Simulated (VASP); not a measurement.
Band gaps of BaTiO3 (cubic perovskite) from VASP (PAW), without and with spin-orbit coupling. Semilocal levels are at their own relaxed cell, hybrids and mBJ at PBE's; 0.00 means no gap at that level.  Unless said otherwise, spin-orbit coupling is left out, though it shifts the bands of the heavy elements here.

The cell of the PBE run:

Space group Pm-3m (No. 221); a = 4.034 Å, b = 4.034 Å, c = 4.034 Å, α = 90.00°, β = 90.00°, γ = 90.00°

| atom | site | symmetry | x | y | z |
|---|---|---|---|---|---|
| Ba | 1a | m-3m | 0.0000 | 0.0000 | 0.0000 |
| Ti | 1b | m-3m | 0.5000 | 0.5000 | 0.5000 |
| O | 3c | 4/mm.m | 0.0000 | 0.5000 | 0.5000 |

```json
[
 {"level": "PBE", "gap without SOC (eV)": "1.70", "gap with SOC (eV)": "(withheld)", "shift (eV)": "(withheld)"},
 {"level": "r2SCAN", "gap without SOC (eV)": "2.12", "gap with SOC (eV)": "(withheld)", "shift (eV)": "(withheld)"}
]
```

Some entries are withheld; supply them.

- r2SCAN, gap with SOC (eV): 2.10
- r2SCAN, shift (eV): -0.02
- PBE, gap with SOC (eV): 1.68
- PBE, shift (eV): -0.02

Only levels that ran to the end are used. Left out are those held back, those with too coarse a band path, GW runs whose mesh misses a band edge, hybrids' fits of cells that aren't cubic and levels without matching references; a question may draw on a part of the rest.

The compound is BaTiO3 in the cubic perovskite structure, the ideal cubic form; the compound distorts at low or room temperature.
